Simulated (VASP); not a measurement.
# YAl3N4 (Cmc2_1) in VASP: relaxation of cell and atoms with PBEsol

Aim: the relaxation of cell and atoms of YAl3N4 with PBEsol.

Program: VASP 6.6.1. These are calculated values, not measurements. Logs are shortened: lines on timing, memory, paths and dates and some standing lists are left out, and cuts for length are marked.

### 1 The crystal as given

The structure is orthorhombic, space group Cmc2_1 (No. 36). The conventional cell has a = 6.633 Å, b = 11.489 Å, c = 5.114 Å, α = 90.00°, β = 90.00°, γ = 90.00°. Al (site symmetry 1) is surrounded by 4 N at 1.95 to 2.01 Å. Around Al (site symmetry m) lie 4 N at 1.95 to 2.01 Å. Around Y (site symmetry m) lie 4 N at 1.95 to 2.01 Å. N (site symmetry m) is surrounded by 2 Y at 1.95 to 2.01 Å and 2 Al at 2.01 Å. Around N (site symmetry 1) lie 3 Al at 1.95 to 2.01 Å and 1 Y at 2.01 Å. N (site symmetry m) is surrounded by 4 Al at 1.95 to 2.01 Å.

The cell was built by a generator and needn't be a form met in nature.

### 2 Relaxation of cell and atoms, PBEsol

File INCAR:

```
SYSTEM = YAl3N4
PREC     = Accurate       ! precision mode
ENCUT    = 600            ! plane-wave cutoff, eV
EDIFF    = 1E-6           ! SCF threshold, eV
ISMEAR   = 0              ! smearing method
SIGMA    = 0.05           ! smearing width, eV
LREAL    = .False.        ! projectors in reciprocal space
LASPH    = .True.         ! aspherical terms in the spheres
NELM     = 80             ! most SCF steps
ALGO     = Normal         ! electronic algorithm
ISIF     = 3              ! what is computed and relaxed
LWAVE    = .False.        ! write WAVECAR
LCHARG   = .False.        ! write CHGCAR
GGA      = PS             ! functional
IBRION   = 2              ! ionic algorithm
NSW      = 60             ! ionic steps
EDIFFG   = -0.01          ! ionic threshold
```

File KPOINTS:

```
regular mesh
0
Gamma
  4 4 5
  0 0 0
```

File POSCAR:

```
YAl3N4
1.0
    6.6333600000      0.0000000000      0.0000000000
   -3.3166800000      5.7446582724      0.0000000000
    0.0000000000      0.0000000000      5.1143000000
Al Y N
6 2 8
Direct
    0.3333333333      0.1666666667      0.5000000000
    0.1666666667      0.8333333333      0.0000000000
    0.3333333333      0.6666666667      0.5000000000
    0.6666666667      0.3333333333      0.0000000000
    0.6666666667      0.8333333333      0.0000000000
    0.8333333333      0.6666666667      0.5000000000
    0.1666666667      0.3333333333      0.0000000000
    0.8333333333      0.1666666667      0.5000000000
    0.1666666667      0.3333333333      0.3820000000
    0.3333333333      0.1666666667      0.8820000000
    0.1666666667      0.8333333333      0.3820000000
    0.3333333333      0.6666666667      0.8820000000
    0.6666666667      0.3333333333      0.3820000000
    0.8333333333      0.1666666667      0.8820000000
    0.6666666667      0.8333333333      0.3820000000
    0.8333333333      0.6666666667      0.8820000000
```

Potentials or basis: VASP PAW PBE potentials, release 64 (Al, Y_sv, N).

The run is started by

```bash
> cat potpaw_PBE.64/Al/POTCAR potpaw_PBE.64/Y_sv/POTCAR potpaw_PBE.64/N/POTCAR > POTCAR
> mpirun -np 1 vasp_std > vasp.out
```

OUTCAR:

```text
SYSTEM = YAl3N4
   PREC = Accurate
   ENCUT = 600
   EDIFF = 1E-6
   ISMEAR = 0
   LREAL = .False.
   LASPH = .True.
   NELM = 80
   ISIF = 3
   GGA = PS
   IBRION = 2
   NSW = 60
   EDIFFG = -0.01

 ion  position               nearest neighbor table
   1  0.333  0.167  0.500-  10 1.95   9 2.01  11 2.01  13 2.01   7 3.19   7 3.19   2 3.19   2 3.19
                             4 3.19   4 3.19   3 3.32   6 3.32   3 3.32   6 3.32   8 3.32   8 3.32
   2  0.167  0.833  0.000-  11 1.95  12 2.01  10 2.01  16 2.01   3 3.19   3 3.19   1 3.19   1 3.19
                             6 3.19   6 3.19   7 3.32   4 3.32   7 3.32   4 3.32   5 3.32   5 3.32
   3  0.333  0.667  0.500-  12 1.95  11 2.01   9 2.01  15 2.01   2 3.19   2 3.19   7 3.19   7 3.19
                             5 3.19   5 3.19   8 3.32   1 3.32   1 3.32   8 3.32   6 3.32   6 3.32
   4  0.667  0.333  0.000-  13 1.95  14 2.01  16 2.01  10 2.01   8 3.19   8 3.19   6 3.19   6 3.19
                             1 3.19   1 3.19   5 3.32   2 3.32   5 3.32   2 3.32   7 3.32   7 3.32
   5  0.667  0.833  0.000-  15 1.95  16 2.01  14 2.01  12 2.01   6 3.19   6 3.19   8 3.19   8 3.19
                             3 3.19   3 3.19   4 3.32   7 3.32   4 3.32   7 3.32   2 3.32   2 3.32
   6  0.833  0.667  0.500-  16 1.95  15 2.01  13 2.01  11 2.01   5 3.19   5 3.19   4 3.19   4 3.19
                             2 3.19   2 3.19   8 3.32   1 3.32   8 3.32   1 3.32   3 3.32   3 3.32
   7  0.167  0.333  0.000-   9 1.95  10 2.01  12 2.01  14 2.01   1 3.19   1 3.19   3 3.19   3 3.19
                             8 3.19   8 3.19   2 3.32   5 3.32   2 3.32   5 3.32   4 3.32   4 3.32
   8  0.833  0.167  0.500-  14 1.95  13 2.01  15 2.01   9 2.01   4 3.19   4 3.19   5 3.19   5 3.19
                             7 3.19   7 3.19   3 3.32   6 3.32   6 3.32   3 3.32   1 3.32   1 3.32
   9  0.167  0.333  0.382-   7 1.95   1 2.01   3 2.01   8 2.01
  10  0.333  0.167  0.882-   1 1.95   7 2.01   2 2.01   4 2.01
  11  0.167  0.833  0.382-   2 1.95   3 2.01   1 2.01   6 2.01
  12  0.333  0.667  0.882-   3 1.95   2 2.01   7 2.01   5 2.01
  13  0.667  0.333  0.382-   4 1.95   8 2.01   6 2.01   1 2.01
  14  0.833  0.167  0.882-   8 1.95   4 2.01   5 2.01   7 2.01
  15  0.667  0.833  0.382-   5 1.95   6 2.01   8 2.01   3 2.01
  16  0.833  0.667  0.882-   6 1.95   5 2.01   4 2.01   2 2.01

  LATTYP: Found a hexagonal cell.
 ALAT       =     6.6333600000
 C/A-ratio  =     0.7709969005

  Lattice vectors:

 A1 = (   6.6333600000,   0.0000000000,   0.0000000000)
 A2 = (  -3.3166800000,   5.7446582724,   0.0000000000)
 A3 = (   0.0000000000,   0.0000000000,   5.1143000000)

Analysis of symmetry for initial positions (statically):
=====================================================================
 Subroutine PRICEL returns:
 Original cell was already a primitive cell.

 Routine SETGRP: Setting up the symmetry group for a
 hexagonal supercell.

 Subroutine GETGRP returns: Found  4 space group operations
 (whereof  1 operations were pure point group operations)
 out of a pool of 24 trial point group operations.

The static configuration has the point symmetry C_1 .
 The point group associated with its full space group is C_2v.

Analysis of symmetry for dynamics (positions and initial velocities):
=====================================================================
 Subroutine PRICEL returns:
 Original cell was already a primitive cell.

 Routine SETGRP: Setting up the symmetry group for a
 hexagonal supercell.

 Subroutine GETGRP returns: Found  4 space group operations
 (whereof  1 operations were pure point group operations)
 out of a pool of 24 trial point group operations.

The dynamic configuration has the point symmetry C_1 .
 The point group associated with its full space group is C_2v.

 Subroutine INISYM returns: Found  4 space group operations
 (whereof  1 operations are pure point group operations),
 and found     1 'primitive' translations

----------------------------------------------------------------------------------------

                                     Primitive cell

  volume of cell :     194.8875

  direct lattice vectors                    reciprocal lattice vectors
     6.633360000  0.000000000  0.000000000     0.150753163  0.087037379  0.000000000
    -3.316680000  5.744658272  0.000000000     0.000000000  0.174074758  0.000000000
     0.000000000  0.000000000  5.114300000     0.000000000  0.000000000  0.195530180

  length of vectors
     6.633360000  6.633360000  5.114300000     0.174074758  0.174074758  0.195530180

  position of ions in fractional coordinates (direct lattice)
     0.333333333  0.166666667  0.500000000
     0.166666667  0.833333333  0.000000000
     0.333333333  0.666666667  0.500000000
     0.666666667  0.333333333  0.000000000
     0.666666667  0.833333333  0.000000000
     0.833333333  0.666666667  0.500000000
[... 8 lines left out ...]
     0.666666667  0.833333333  0.382000000
     0.833333333  0.666666667  0.882000000

  ion indices of the primitive-cell ions
   primitive index   ion index
                 1           1
                 2           2
                 3           3
                 4           4
                 5           5
                 6           6
[... 8 lines left out ...]
                15          15
                16          16

----------------------------------------------------------------------------------------

 KPOINTS: regular mesh

Automatic generation of k-mesh.
 Grid dimensions read from file:
 generate k-points for:    4    4    5

 Generating k-lattice:

  Cartesian coordinates                     Fractional coordinates (reciprocal lattice)
     0.037688291  0.021759345  0.000000000     0.250000000  0.000000000  0.000000000
     0.000000000  0.043518690  0.000000000     0.000000000  0.250000000  0.000000000
     0.000000000  0.000000000  0.039106036     0.000000000  0.000000000  0.200000000

  Length of vectors
     0.043518690  0.043518690  0.039106036

  Shift w.r.t. Gamma in fractional coordinates (k-lattice)
     0.000000000  0.000000000  0.000000000

 Subroutine IBZKPT returns following result:
 ===========================================

 Found     21 irreducible k-points:

 Following reciprocal coordinates:
            Coordinates               Weight
  0.000000  0.000000  0.000000      1.000000
  0.250000  0.000000  0.000000      2.000000
  0.000000  0.250000  0.000000      4.000000
  0.500000  0.000000  0.000000      1.000000
  0.000000  0.500000  0.000000      2.000000
  0.250000  0.250000  0.000000      4.000000
[... 13 lines left out ...]
  0.250000  0.250000  0.400000      8.000000
 -0.250000  0.500000  0.400000      4.000000
   k-points           NKPTS =     21   k-points in BZ     NKDIM =     21   number of bands    NBANDS=     49
   number of dos      NEDOS =    301   number of ions     NIONS =     16
   total plane-waves  NPLWV = 122472
   dimension x,y,z NGX =    54 NGY =   54 NGZ =   42
   dimension x,y,z NGXF=   108 NGYF=  108 NGZF=   84
   ions per type =               6   2   8
   NGX,Y,Z   is equivalent  to a cutoff of  13.53, 13.53, 13.65 a.u.
   NGXF,Y,Z  is equivalent  to a cutoff of  27.07, 27.07, 27.31 a.u.
 SYSTEM =  YAl3N4
   PREC   = accura    normal or accurate (medium, high low for compatibility)
   ISTART =      0    job   : 0-new  1-cont  2-samecut
   ICHARG =      2    charge: 1-file 2-atom 10-const
   ISPIN  =      1    spin polarized calculation?
   LNONCOLLINEAR =      F non collinear calculations
   LSORBIT =      F    spin-orbit coupling
   LASPH  =      T    aspherical Exc in radial PAW
   ENCUT  =  600.0 eV  44.10 Ry    6.64 a.u.  13.25 13.25 10.21*2*pi/ulx,y,z
   NELM   =     80;   NELMIN=  2; NELMDL= -5     # of ELM steps
   EDIFF  = 0.1E-05   stopping-criterion for ELM
   LREAL  =      F    real-space projection
   EDIFFG = -.1E-01   stopping-criterion for IOM
   NSW    =     60    number of steps for IOM
   IBRION =      2    ionic relax: 0-MD 1-quasi-New 2-CG
   NFREE  =      1    steps in history (QN), initial steepest desc. (CG)
   ISIF   =      3    stress and relaxation
   ISYM   =      2    0-nonsym 1-usesym 2-fastsym
   POTIM  = 0.5000    time-step for ionic-motion
   TEBEG  =    0.0;   TEEND  =   0.0 temperature during run
   PSTRESS=    0.0 pullay stress
   NELECT =      80.0000    total number of electrons
   NUPDOWN=      -1.0000    fix difference up-down
   EMIN   =  10.00;   EMAX   =-10.00  energy-range for DOS
   EFERMI =   0.00;   METHOD = LEGACY
   ISMEAR =     0;   SIGMA  =   0.05  broadening in eV -4-tet -1-fermi 0-gaus
   EFERMI_NEDOS =   21; number of points for ismear=-14 and -15
   IALGO  =     38    algorithm
   IMIX   =      4    mixing-type and parameters
     AMIX     =   0.40;   BMIX     =  1.00
     AMIX_MAG =   1.60;   BMIX_MAG =  1.00
  volume/ion in A,a.u.               =      12.18        82.20
  Fermi-wavevector in a.u.,A,eV,Ry     =   1.216681  2.299194 20.140887  1.480313
  Thomas-Fermi vector in A             =   2.352027
   LORBIT       =      0    0 simple, 1 ext, 2 COOP (PROOUT), +10 PAW based schemes
   GGA     = PS    functional components
   LHFCALC =     F    Hartree Fock is set to
   AEXX    =    0.0000 exact exchange contribution
   IVDW    =     0    specifies the selected vdW correction
   LEPSILON=     F    determine dielectric tensor
   LRPA    =     F    only Hartree local field effects (RPA)
 conjugate gradient relaxation of ions
 non-spin polarized calculation
 Gauss-broadening in eV      SIGMA  =   0.05
  energy-cutoff  :      600.00
  volume of cell :      194.89
 maximum number of plane-waves:      6536
 NGX is ok and might be reduce to    54
   NGX = 27   NGY = 27   NGZ = 21

--------------------------------------- Ionic step        1  -------------------------------------------

 number of electron      80.0000000 magnetization

 Free energy of the ion-electron system (eV)
  ---------------------------------------------------
  ext. energy  EPLUGINS =         0.00000000
  ---------------------------------------------------
  free energy    TOTEN  =      -124.66290737 eV

  energy without entropy =     -124.66290737  energy(sigma->0) =     -124.66290737

------------------------ aborting loop because EDIFF is reached ----------------------------------------

  FORCE on cell =-STRESS in cart. coord.  units (eV):
  Direction    XX          YY          ZZ          XY          YZ          ZX
  --------------------------------------------------------------------------------------
  -------------------------------------------------------------------------------------
  Total        4.8702783      4.4907031     15.1334229      0.3287218      0.0000000      0.0000000
  in kB       40.0387393     36.9182374    124.4124335      2.7024339      0.0000000      0.0000000
  external PRESSURE =      67.1231367 kB  Pullay stress =       0.0000000 kB
[... 131 lines left out ...]
  FREE ENERGIE OF THE ION-ELECTRON SYSTEM (eV)
  ---------------------------------------------------
  free  energy   TOTEN  =      -128.4546637301 eV

  energy  without entropy=     -128.4546637301  energy(sigma->0) =     -128.45466373

[... ionic steps 4 to 21 ...]

--------------------------------------- Ionic step       22  -------------------------------------------

 number of electron      80.0000006 magnetization

------------------------ aborting loop because EDIFF is reached ----------------------------------------

  FORCE on cell =-STRESS in cart. coord.  units (eV):
  Direction    XX          YY          ZZ          XY          YZ          ZX
  --------------------------------------------------------------------------------------
  -------------------------------------------------------------------------------------
  Total        0.0257666      0.0114247      0.0853113      0.0124204      0.0000000      0.0000000
  in kB        0.2156741      0.0956283      0.7140813      0.1039627      0.0000000      0.0000000
  external PRESSURE =       0.3417946 kB  Pullay stress =       0.0000000 kB
[... 85 lines left out ...]
  energy  without entropy=     -129.3213179595  energy(sigma->0) =     -129.32131796

--------------------------------------- Ionic step       24  -------------------------------------------

 number of electron      80.0000006 magnetization

 Free energy of the ion-electron system (eV)
  ---------------------------------------------------
  ext. energy  EPLUGINS =         0.00000000
  ---------------------------------------------------
  free energy    TOTEN  =      -129.32135895 eV

  energy without entropy =     -129.32135895  energy(sigma->0) =     -129.32135895

 E-fermi :   5.3978     XC(G=0): -10.9559

 val. band max:        5.0721897416   @ k =   0.5000   0.0000   0.2000
 cond. band min:       7.7823677597   @ k =   0.0000   0.0000   0.0000
 fundamental gap:      2.7101780182
 Fermi energy:         5.3978138509

 k-point     1 :       0.0000    0.0000    0.0000
  band No.  band energies     occupation
      1     -34.7639      2.00000
      2     -34.7134      2.00000
      3     -15.3219      2.00000
      4     -15.2186      2.00000
      5     -15.2099      2.00000
      6     -15.1782      2.00000
[... 1124 lines left out ...]
  FREE ENERGIE OF THE ION-ELECTRON SYSTEM (eV)
  ---------------------------------------------------
  free  energy   TOTEN  =      -129.3213589502 eV

  energy  without entropy=     -129.3213589502  energy(sigma->0) =     -129.32135895

 reached required accuracy - stopping structural energy minimisation
```

It took 50 min on 1 thread of Intel Xeon 6975P-C (Granite Rapids), shared host; peak memory 0.49 GiB.

What came out:

```yaml
Free_energy: -129.3214 eV
Relaxed_volume: 11.97 Å³/atom
Relaxed_cell: a = 6.518 Å, b = 6.695 Å, c = 5.115 Å, α = 90.00°, β = 90.00°, γ = 120.90°
Space_group_after_relaxing_to_0.05_Å: Cmc2_1 (No. 36)
Energy_gained_by_relaxing: 291.2 meV/atom
Ionic_steps: 24
Pressure_after_relaxing: 0.0 GPa
Largest_force_after_relaxing: 0.008 eV/Å
Band_gap_on_the_k_mesh: 2.71 eV, indirect (least direct gap 2.90 eV)
```

Forces in eV/Å, atoms in the order of the input:
```
Al   0.000 -0.002  0.002
Al   0.001  0.000 -0.002
Al  -0.001  0.001  0.002
Al   0.000  0.002  0.002
Al   0.001 -0.001  0.002
Al  -0.001  0.000 -0.002
Y    0.004  0.002  0.000
Y   -0.004 -0.002  0.000
N    0.000  0.000  0.000
N    0.002  0.003  0.003
N    0.001  0.000 -0.008
N    0.004  0.000  0.003
N   -0.002 -0.003  0.003
N    0.000  0.000  0.000
N   -0.004  0.000  0.003
N   -0.001  0.000 -0.008
```

Step by step:
| step | energy change (eV) | largest force (eV/Å) | pressure (GPa) | volume (Å³) |
| --- | --- | --- | --- | --- |
| 1 | 0.0000 | 7.1459 | 6.71 | 194.89 |
| 2 | -3.3539 | 1.5401 | -11.99 | 209.57 |
| 3 | -3.7918 | 1.2119 | -8.85 | 205.31 |
| 4 | -4.3510 | 1.0416 | 4.78 | 188.01 |
| 5 | -4.4086 | 0.8253 | 1.15 | 191.81 |
| 6 | -4.5033 | 0.5682 | 0.32 | 192.36 |
| 7 | -4.5081 | 0.5189 | 0.12 | 192.51 |
| 8 | -4.5760 | 0.3724 | -0.80 | 193.10 |
| 9 | -4.5863 | 0.4037 | -1.29 | 193.43 |
| 10 | -4.6270 | 0.2187 | 0.73 | 190.98 |
| 11 | -4.6271 | 0.2192 | 0.79 | 190.90 |
| 12 | -4.6424 | 0.1464 | -0.08 | 191.71 |
| 13 | -4.6426 | 0.1552 | -0.20 | 191.81 |
| 14 | -4.6507 | 0.0935 | -0.18 | 191.75 |
| 15 | -4.6513 | 0.1174 | -0.18 | 191.73 |
| 16 | -4.6566 | 0.0748 | 0.20 | 191.28 |
| 17 | -4.6566 | 0.0741 | 0.21 | 191.25 |
| 18 | -4.6578 | 0.0516 | -0.17 | 191.60 |
| 19 | -4.6579 | 0.0350 | -0.08 | 191.53 |
| 20 | -4.6583 | 0.0204 | 0.03 | 191.41 |
| 21 | -4.6583 | 0.0205 | 0.02 | 191.41 |
| 22 | -4.6584 | 0.0105 | 0.03 | 191.41 |
| 23 | -4.6584 | 0.0105 | 0.03 | 191.41 |
| 24 | -4.6585 | 0.0077 | -0.05 | 191.49 |

Final structure:
```yaml
crystal:
  lattice:
    - [6.51677, -0.10282, 0.00000]
    - [-3.34743, 5.79792, 0.00000]
    - [0.00000, 0.00000, 5.11467]
  atoms:
    - { symbol: Al, position: [0.32967, 0.16208, 0.50007] }
    - { symbol: Al, position: [0.17597, 0.83799, 0.98808] }
    - { symbol: Al, position: [0.32967, 0.66758, 0.50007] }
    - { symbol: Al, position: [0.67033, 0.33792, 0.00007] }
    - { symbol: Al, position: [0.67033, 0.83242, 0.00007] }
    - { symbol: Al, position: [0.82403, 0.66201, 0.48808] }
    - { symbol: Y, position: [0.20275, 0.35138, 0.99697] }
    - { symbol: Y, position: [0.79725, 0.14862, 0.49696] }
    - { symbol: N, position: [0.18216, 0.34108, 0.44899] }
    - { symbol: N, position: [0.35852, 0.14618, 0.86199] }
    - { symbol: N, position: [0.16411, 0.83206, 0.36985] }
    - { symbol: N, position: [0.35852, 0.71234, 0.86199] }
    - { symbol: N, position: [0.64148, 0.35382, 0.36199] }
    - { symbol: N, position: [0.81784, 0.15892, 0.94899] }
    - { symbol: N, position: [0.64148, 0.78766, 0.36199] }
    - { symbol: N, position: [0.83589, 0.66794, 0.86985] }
```

Caveat: the PAW data sets were made with another functional, which shifts forces and pressure a little; an odd mesh through Γ misses points on the zone boundary, where band edges often lie.
